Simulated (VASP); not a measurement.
# GW on MoS2, part 5 of 5

How does the gap of MoS2 change from the starting functional to GW? The cell has space group P6_3/mmc. The start is a cell from a database of measured crystal structures.

VASP 6.6.1, plane waves and PAW; the level of theory is named at each step.

So far, quasiparticle gap on the mesh (eV): step 5 (evGW0, evGW0 on LDA) 1.79; step 6 (evGW, evGW on LDA) 1.83. Also gap on the k-mesh (eV): step 4 (empty bands, functional LDA) 0.935; step 7 (orbitals for another starting point) 0.935.

The database entry behind the starting cell differs from later determinations by our own check (about 0.3 % long), so it need not match the best structure at ambient conditions.

## (8) Another starting point

This step: HSE06, no spin polarisation; plane waves and PAW (Mo_sv_GW, S_GW) (VASP 6.6.1).

To see how much the result owes to its start, the ground state is made again with HSE06. A small SIGMA keeps every occupation at zero or full.

The input, INCAR:

```
SYSTEM = MoS2
PREC = Accurate
ENCUT = 370
EDIFF = 1E-08
NELM = 100
ISMEAR = 0
SIGMA = 0.01
LREAL = .FALSE.
ALGO = Normal
LHFCALC = .TRUE.
AEXX = 0.25
GGA = PE
HFSCREEN = 0.2
LASPH = .TRUE.
NBANDS = 32
PRECFOCK = Fast
LORBIT = 11
LWAVE = .TRUE.
LCHARG = .FALSE.
```

The input, POSCAR:

```
MoS2
1.0
    3.1690000000      0.0000000000      0.0000000000
   -1.5845000000      2.7444345046      0.0000000000
    0.0000000000      0.0000000000     12.3240000000
Mo S
2 4
Direct
    0.3333333333      0.6666666667      0.2500000000
    0.6666666667      0.3333333333      0.7500000000
    0.3333333333      0.6666666667      0.6247813319
    0.6666666667      0.3333333333      0.1247813319
    0.3333333333      0.6666666667      0.8752186681
    0.6666666667      0.3333333333      0.3752186681
```

The input, KPOINTS:

```
Automatic mesh
0
Gamma
3 3 1
0 0 0
```

PAW data sets: Mo_sv_GW and S_GW (LDA family, release 64).

The WAVECAR or CHGCAR of an earlier step is read.

Command:

```
> mpirun -np 4 vasp_std
```

The program printed:

```text
[banner, memory and clock lines left out]
running    4 mpi-ranks, on    1 nodes
 distrk:  each k-point on    4 cores,    1 groups
 distr:  one band on    1 cores,    4 groups

 POSCAR found type information on POSCAR MoS
 POSCAR found :  2 types and       6 ions
 [... a notice as in an earlier step ...]

 LDA part: xc-table for (Slater+PW92), standard interpolation
 found WAVECAR, reading the header
 POSCAR, INCAR and KPOINTS ok, starting setup
 FFT: planning ... GRIDC
 FFT: planning ... GRID_SOFT
 FFT: planning ... GRID
 reading WAVECAR
 the WAVECAR file was read successfully
 initial charge from wavefunction
 entering main loop
       N       E                     dE             d eps       ncg     rms          rms(c)
DAV:   1    -0.530712615300E+02   -0.53071E+02   -0.20028E+00   264   0.122E+01    0.170E+00
DAV:   2    -0.530463408124E+02    0.24921E-01   -0.20252E-01   288   0.409E+00    0.652E-01
DAV:   3    -0.530571179931E+02   -0.10777E-01   -0.57544E-02   312   0.140E+00    0.551E-01
DAV:   4    -0.530525021675E+02    0.46158E-02   -0.89931E-03   296   0.866E-01    0.340E-01
DAV:   5    -0.530531276015E+02   -0.62543E-03   -0.33861E-03   288   0.257E-01    0.192E-01
DAV:   6    -0.530527861473E+02    0.34145E-03   -0.76924E-04   312   0.281E-01    0.974E-02
DAV:   7    -0.530528351180E+02   -0.48971E-04   -0.20284E-04   280   0.769E-02    0.688E-02
DAV:   8    -0.530528038569E+02    0.31261E-04   -0.74224E-05   320   0.770E-02    0.418E-02
DAV:   9    -0.530528041265E+02   -0.26962E-06   -0.17235E-05   272   0.202E-02    0.235E-02
DAV:  10    -0.530528024110E+02    0.17155E-05   -0.48030E-06   320   0.190E-02    0.132E-02
DAV:  11    -0.530528035402E+02   -0.11292E-05   -0.16445E-06   256   0.787E-03    0.869E-03
DAV:  12    -0.530528035466E+02   -0.64110E-08   -0.61056E-07   288   0.673E-03    0.551E-03
DAV:  13    -0.530528034971E+02    0.49550E-07   -0.22118E-07   240   0.232E-03    0.322E-03
DAV:  14    -0.530528035435E+02   -0.46448E-07   -0.53108E-08   216   0.175E-03    0.191E-03
DAV:  15    -0.530528036232E+02   -0.79704E-07   -0.27290E-08   208   0.113E-03    0.125E-03
DAV:  16    -0.530528036330E+02   -0.97671E-08   -0.10593E-08   176   0.680E-04
   1 F= -.53052804E+02 E0= -.53052804E+02  d E =-.531235E-14
 writing wavefunctions
```

Run time: 59 s. Hardware: 4 MPI ranks of Intel Xeon 6975P-C (Granite Rapids), shared host; peak memory 0.92 GiB.

From OUTCAR (step 8):

```text
   k-points           NKPTS =      3   k-points in BZ     NKDIM =      9   number of bands    NBANDS=     32

   NELECT =      52.0000    total number of electrons

  exchange ACFDT corr.  =         0.00000000  see jH, gK, PRB 81, 115126

 E-fermi :   7.1951

 k-point     1 :       0.0000    0.0000    0.0000
  band No.  band energies     occupation
    ...
     22       4.6105      2.00000
     23       4.6105      2.00000
     24       5.6023      2.00000
     25       5.9489      2.00000
     26       7.1446      2.00000
     27       9.9594      0.00000
     28       9.9609      0.00000
     29       9.9815      0.00000
     30       9.9820      0.00000
     31      10.1831      0.00000
    ...

 POSITION                                       TOTAL-FORCE (eV/Angst)
 -----------------------------------------------------------------------------------
     -0.00000      1.82962      3.08100        -0.000000     -0.000000     -0.000000
      1.58450      0.91481      9.24300         0.000000      0.000000     -0.000000
     -0.00000      1.82962      7.69981        -0.000000     -0.000000      0.362232
      1.58450      0.91481      1.53781        -0.000000     -0.000000      0.362232
     -0.00000      1.82962     10.78619         0.000000     -0.000000     -0.362232
      1.58450      0.91481      4.62419        -0.000000     -0.000000     -0.362232
 -----------------------------------------------------------------------------------
    total drift:                                0.000001      0.000005     -0.000012

  FREE ENERGIE OF THE ION-ELECTRON SYSTEM (eV)
  ---------------------------------------------------
  free  energy   TOTEN  =       -53.0528036330 eV

  energy  without entropy=      -53.0528036330  energy(sigma->0) =      -53.05280363

[... 8 parts as in an earlier step ...]

[... 5 further parts left out ...]
```

The k-mesh is coarse for exact exchange; levels may shift by about 0.1 eV on a finer one. The PAW data sets were made with LDA, a small mismatch for this functional.

Numbers from this step:

* free energy (TOTEN): -53.0528 eV
* Fermi energy: 7.195 eV
* gap on the k-mesh: 1.569 eV
* least direct gap on the k-mesh: 2.270 eV

## (9) Empty bands, functional HSE06

The next step needs empty bands that the ground-state run didn't converge, so the Hamiltonian is diagonalised exactly for NBANDS bands, in a single step. LOPTICS writes the k-derivatives of the orbitals (WAVEDER), which give the long-wavelength limit of the screening.

The input, INCAR:

```
SYSTEM = MoS2
PREC = Accurate
ENCUT = 370
ISMEAR = 0
SIGMA = 0.01
LREAL = .FALSE.
LHFCALC = .TRUE.
AEXX = 0.25
GGA = PE
HFSCREEN = 0.2
LASPH = .TRUE.
NBANDS = 448
PRECFOCK = Fast
ALGO = Exact
NELM = 1
LWAVE = .TRUE.
LCHARG = .FALSE.
LOPTICS = .TRUE.
NEDOS = 1000
CSHIFT = 0.1
```

POSCAR is that of step 8.

KPOINTS is that of step 8.

The run starts from files that an earlier step left in the folder.

Command:

```
> mpirun -np 4 vasp_std
```

The program printed:

```text
[banner, memory and clock lines left out]
running    4 mpi-ranks, on    1 nodes
[...]
[... a notice as in an earlier step ...]

 LDA part: xc-table for (Slater+PW92), standard interpolation
 found WAVECAR, reading the header
  number of bands has changed, file:    32 present:   448
  trying to continue reading WAVECAR, but it might fail
 POSCAR, INCAR and KPOINTS ok, starting setup
[...]
reading WAVECAR
 random initialization beyond band           32
 the WAVECAR file was read successfully
 initial charge from wavefunction
 entering main loop
       N       E                     dE             d eps       ncg     rms          rms(c)
DIA:   1    -0.530528036451E+02   -0.53053E+02    0.00000E+00     0   0.000E+00
   1 F= -.53052804E+02 E0= -.53052804E+02  d E =-.127765E-74
 writing wavefunctions
 optical routines
 imaginary and real dielectric function
 recalculating local potential from charge density
 direction            1
 direction            2
 direction            3
```

Wall time 2.5 min (4 MPI ranks); peak memory 1.4 GiB; 9.7 min of CPU time.

OUTCAR, selected parts (step 9):

```text
 POSITION                                       TOTAL-FORCE (eV/Angst)
 -----------------------------------------------------------------------------------
     -0.00000      1.82962      3.08100        -0.000000     -0.000000      0.000000
      1.58450      0.91481      9.24300         0.000000      0.000000      0.000000
     -0.00000      1.82962      7.69981         0.000000     -0.000000      0.362248
      1.58450      0.91481      1.53781         0.000000      0.000000      0.362248
     -0.00000      1.82962     10.78619        -0.000000     -0.000000     -0.362248
      1.58450      0.91481      4.62419         0.000000      0.000000     -0.362248
 -----------------------------------------------------------------------------------
    total drift:                               -0.000001     -0.000001      0.000012

  FREE ENERGIE OF THE ION-ELECTRON SYSTEM (eV)
  ---------------------------------------------------
  free  energy   TOTEN  =       -53.0528036451 eV

  energy  without entropy=      -53.0528036451  energy(sigma->0) =      -53.05280365

[... 2 parts as in an earlier step ...]

[... 1 further part left out ...]
[key lines of the parts left out:]
E-fermi :   7.2731
```

## (10) G0W0

This step: G0W0 on HSE06, no spin polarisation; plane waves and PAW (Mo_sv_GW, S_GW) (VASP 6.6.1).

One pass of GW corrects the levels to first order, with G and W from the starting orbitals.

The input, INCAR:

```
SYSTEM = MoS2
PREC = Accurate
ENCUT = 370
ISMEAR = 0
SIGMA = 0.01
LREAL = .FALSE.
LHFCALC = .TRUE.
AEXX = 0.25
GGA = PE
HFSCREEN = 0.2
LASPH = .TRUE.
NBANDS = 448
PRECFOCK = Fast
ALGO = EVGW0
NELMGW = 1
ENCUTGW = 150
NOMEGA = 48
NBANDSGW = 36
LWAVE = .FALSE.
LCHARG = .FALSE.
```

POSCAR is that of step 9.

KPOINTS is that of step 9.

The WAVECAR or CHGCAR of an earlier step is read.

Command:

```
> mpirun -np 4 vasp_std
```

The program printed:

```text
[banner, memory and clock lines left out]
running    4 mpi-ranks, on    1 nodes
 distrk:  each k-point on    4 cores,    1 groups
 distr:  one band on    1 cores,    4 groups

 POSCAR found type information on POSCAR MoS
 POSCAR found :  2 types and       6 ions
 [... a notice as in an earlier step ...]

 [... a notice as in an earlier step ...]

 LDA part: xc-table for (Slater+PW92), standard interpolation
 found WAVECAR, reading the header
 POSCAR, INCAR and KPOINTS ok, starting setup
 FFT: planning ... GRIDC
 FFT: planning ... GRID_SOFT
 FFT: planning ... GRID
 reading WAVECAR
 the WAVECAR file was read successfully
 initial charge from wavefunction
 available memory per node:     95.90 GB, setting MAXMEM to     98203

 The Fermi energy was updated, please check that it is located mid-gap
 values below the HOMO (VB) or above the LUMO (CB) will cause erroneous energies
 E-fermi :   7.9292

 calculate exact exchange contribution
 the WAVEDER file was read successfully
 [... a notice as in an earlier step ...]

energies w=
    0.000    0.000    0.987    0.000    1.970    0.000    2.945    0.000
    3.909    0.000    4.859    0.000    5.792    0.000    6.709    0.000
    7.609    0.000    8.492    0.000    9.359    0.000   10.212    0.000
   11.052    0.000   11.883    0.000   12.707    0.000   13.527    0.000
   14.346    0.000   15.168    0.000   15.995    0.000   16.833    0.000
   17.685    0.000   18.557    0.000   19.454    0.000   20.382    0.000
   21.348    0.000   22.358    0.000   23.423    0.000   24.553    0.000
   25.762    0.000   27.063    0.000   28.476    0.000   30.025    0.000
   31.737    0.000   33.648    0.000   35.807    0.000   38.276    0.000
   41.135    0.000   44.496    0.000   48.518    0.000   53.426    0.000
   59.561    0.000   67.454    0.000   77.986    0.000   92.737    0.000
  114.830    0.000  151.450    0.000  223.628    0.000  430.583    0.000
 responsefunction array rank=     468
 LDA part: xc-table for (Slater+PW92), standard interpolation

 min. memory requirement per mpi rank    312.7 MB, per node   1250.7 MB

 allocating  12 responsefunctions rank=   468
 shmem allocating  48 responsefunctions rank=   468
 response function shared by NCSHMEM nodes    1
 Doing           12  frequencies on each core in blocks of           48
NQ=   1    0.0000    0.0000    0.0000,
|.........|.........|.........|.........|.........|.........|.........|.........
 performed        294000 updates of chi_q(r,r)
 total number of BLAS operations        504.65 Gflops
NQ=   2    0.3333   -0.0000    0.0000,
|.........|.........|.........|.........|.........|.........|.........|.........
 performed        781000 updates of chi_q(r,r)
 total number of BLAS operations       1287.88 Gflops
NQ=   3    0.3333    0.3333    0.0000,
|.........|.........|.........|.........|.........|.........|.........|.........
 performed       1139000 updates of chi_q(r,r)
 total number of BLAS operations       1908.49 Gflops
 resolving degeneracies of screened two electron integrals

 calculate QP shifts <psi_nk| G(iteration)W_0 |psi_nk>: iteration 1
 entering main loop
```

Elapsed: 71 s, on 4 MPI ranks; peak memory 1.9 GiB; 4.5 min of CPU time.

From OUTCAR (step 10):

```text
   NELECT =      52.0000    total number of electrons

 E-fermi :   7.9292

 QP shifts <psi_nk| G(iteration)W_0 |psi_nk>: iteration 1
 for sc-GW calculations column KS-energies equals QP-energies in previous step
 and V_xc(KS)=  KS-energies - (<T + V_ion + V_H > + <T+V_H+V_ion>^1  + <V_x>^1)
 k-point   1 :       0.0000    0.0000    0.0000
  band No.  KS-energies  QP-energies   sigma(KS)   V_xc(KS)     V^pw_x(r,r')   Z            occupation Imag(sigma)
    ...
     23       4.6106       4.6702     -16.3760     -16.4529     -18.0055       0.7755       2.0000       0.2471
     24       5.6024       5.5037     -14.5823     -14.4560     -16.6224       0.7814       2.0000       0.2548
     25       5.9490       5.9674     -15.5023     -15.5260     -16.4179       0.7763       2.0000       0.1930
     26       7.1447       7.1690     -16.4200     -16.4514     -17.1015       0.7753       2.0000       0.1503
     27       9.9593      10.1837     -14.8389     -15.1265     -10.5445       0.7802       0.0000      -0.2777
     28       9.9593      10.1837     -14.8389     -15.1265     -10.5445       0.7802       0.0000      -0.2777
     29       9.9815      10.1994     -14.7565     -15.0359     -10.4656       0.7800       0.0000      -0.2778
     30       9.9815      10.1994     -14.7565     -15.0359     -10.4656       0.7800       0.0000      -0.2778
    ...

 k-point   2 :       0.3333   -0.0000    0.0000
  band No.  KS-energies  QP-energies   sigma(KS)   V_xc(KS)     V^pw_x(r,r')   Z            occupation Imag(sigma)
    ...
     23       4.7309       4.6710     -14.7217     -14.6445     -16.8819       0.7753       2.0000       0.2836
     24       4.7374       4.7512     -15.4927     -15.5105     -17.3974       0.7767       2.0000       0.2662
     25       5.1460       5.1938     -15.2400     -15.3014     -16.4930       0.7787       2.0000       0.2318
     26       5.4001       5.4638     -15.5738     -15.6557     -16.7654       0.7778       2.0000       0.2208
     27       9.2175       9.4247     -15.1764     -15.4439     -10.9694       0.7745       0.0000      -0.2815
     28       9.3126       9.6066     -16.0475     -16.4291     -11.8106       0.7706       0.0000      -0.2790
     29       9.4720       9.7623     -16.1590     -16.5367     -11.8705       0.7686       0.0000      -0.2881
     30       9.9631      10.1935     -15.9005     -16.1996     -11.5044       0.7704       0.0000      -0.3243
    ...

[... 9 parts as in an earlier step ...]

[... 2 further parts left out ...]
```

This step gave:

| Item | Value |
| --- | --- |
| quasiparticle gap on the mesh | 1.851 eV |
| smallest direct quasiparticle gap on the mesh | 2.500 eV |
| gap of the starting orbitals on the mesh | 1.569 eV |

GW takes the gap from 1.569 to 1.851 eV. That is +166 meV against the one-shot pass on LDA. Spin-orbit coupling is left out. The value holds for 448 bands, ENCUTGW = 150 eV and this mesh, and isn't shown to be converged in them. VASP warns that the automatic setting of its frequency mesh failed and advises more k points, so the value is in doubt.

## (11) Summary

This step: GW series: evGW0 on LDA, evGW on LDA, G0W0 on HSE06; plane waves and PAW (VASP 6.6.1).

No new run; the numbers come from the runs before.

Cost is wall time times ranks on a shared host, with the step that makes the empty bands. GW runs:

```
        level  bands  ENCUTGW (eV)  NOMEGA  k mesh  starting gap (eV)  quasiparticle gap (eV)  direct gap (eV)  cost (core minutes)
 evGW0 on LDA    448           150      48   3x3x1             0.9352                   1.787            2.377                 18.7
  evGW on LDA    448           150      48   3x3x1             0.9352                   1.829            2.426                15.43
G0W0 on HSE06    448           150      48   3x3x1              1.569                   1.851              2.5                 14.8
```

## (12) Summary of results

| Quantity | Value |
| --- | --- |
| evGW0 on LDA, 448 bands, ENCUTGW 150 eV, NOMEGA 48, mesh 3×3×1 | 0.935 → 1.787 eV |
| evGW on LDA, 448 bands, ENCUTGW 150 eV, NOMEGA 48, mesh 3×3×1 | 0.935 → 1.829 eV |
| G0W0 on HSE06, 448 bands, ENCUTGW 150 eV, NOMEGA 48, mesh 3×3×1 | 1.569 → 1.851 eV |

What this shows: evGW0 gives a quasiparticle gap of 1.787 eV on the mesh, 0.85 eV over the LDA gap on the same mesh. On mesh and path the starting valence top lies at Γ and the conduction bottom at (0.182, 0.182, 0), so the starting gap is indirect. The GW mesh misses an edge: at the starting level the gap along the path is 0.09 eV smaller, and with that offset the quasiparticle gap would be about 1.70 eV. Over the final values of the levels run here the gap spans 1.79 to 1.85 eV. In evGW0 the first pass, which is the one-shot result, gives 1.685 eV and pass 4 gives 1.787 eV; the last pass changed the gap by +2 meV, so the loop is converged. In evGW the first pass, which is the one-shot result, gives 1.685 eV and pass 4 gives 1.829 eV; the last pass changed the gap by +5 meV, so the loop is converged. One-shot gaps: 1.685 eV from LDA and 1.851 eV from HSE06. The starting gaps span 0.63 eV and the one-shot gaps 0.17 eV. Bands, response cutoff and mesh weren't tested for convergence. On a mesh this coarse the value is a test of cost more than a converged gap. Spin-orbit coupling is left out; with Mo in the cell it can split or shift band edges, by an amount that depends on which atoms form them and isn't tested here. The given cell is kept, although it stands at -3.4 GPa at LDA and ENCUT = 370 eV, which holds the mismatch of the given cell with this functional and any basis-set error; the relaxation of the atoms, at LDA and ENCUT = 400 eV, gave -3.3 GPa. The atoms were relaxed with other settings, and carry forces of up to 0.25 eV/Å in the first static run, at LDA. VASP warned that the automatic setting of its frequency mesh failed, and advised more k points, in all GW runs. Those values are in doubt. Not tabulated here, as repeats of values shown or as unfit to read for their mesh, reference level or band range: gaps (empty bands, relaxation); eps2 curves (empty bands); eps1 curves and static values (empty bands).

[Lines on the potential files, build, host, timing and source positions are cut from VASP's logs without a mark.]

[Logs are printed without paths, hosts, clocks, repeated set-up lines and the standing remarks that a program may print on its own settings, such as how far it seeks lower states.]

[Hosts, paths, dates, database ids (printed as entryN), source tags and the programs' standing remarks are cut or masked in the printed files.]

[Pressures printed for these runs are not shown converged in the cutoff: they can be off by several GPa and have the wrong sign.]
